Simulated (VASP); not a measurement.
All values below come from revPBE GGA, VASP's PBE PAW potentials (set 64) (plane waves; VASP 6.6.1).

The input files of a VASP run:

**KPOINTS**
```
kpoints
0
gamma
 10 10 8
```

INCAR:
```
SYSTEM  =  ZrB2
PREC  =  Accurate; ENCUT  =  520; LREAL  =  F
LASPH  =  T
EDIFF  =  1E-6; NELM  =  100; ALGO  =  Normal
LMAXMIX  =  4
ISMEAR  =  1; SIGMA  =  0.1
GGA  =  RE
IBRION  =  2; NSW  =  60; ISIF  =  3
EDIFFG  =  -0.02
LWAVE  =  F; LCHARG  =  F
```

File POSCAR:
```
ZrB2
1
    1.5928187311    -2.7588434465     0.0000000000
    1.5928187311     2.7588434465    -0.0000000000
    0.0000000000     0.0000000000     3.5513232450
Zr B
1 2
Direct
  0.0000000000   0.0000000000   0.0000000000
  0.3333330000   0.6666670000   0.5000000000
  0.6666670000   0.3333330000   0.5000000000
```

POTCAR, in this order: Zr_sv B (PBE.64 set). Program: vasp_std.

### Question
What will the output report for the number of irreducible k-points (NKPTS), largest plane-wave count, number of space-group operations, FFT grid (NGX, NGY, NGZ)?

### Answer

```yaml
number of irreducible k-points (NKPTS): 70
largest_plane_wave_count: 856
number_of_space_group_operations: 24
FFT grid (NGX, NGY, NGZ): 24 × 24 × 28
```

The compound is ZrB2 in the AlB2 type structure. This run relaxes it. Symmetry was kept, so distortions that lower it aren't found. The start is the result of an earlier pass.
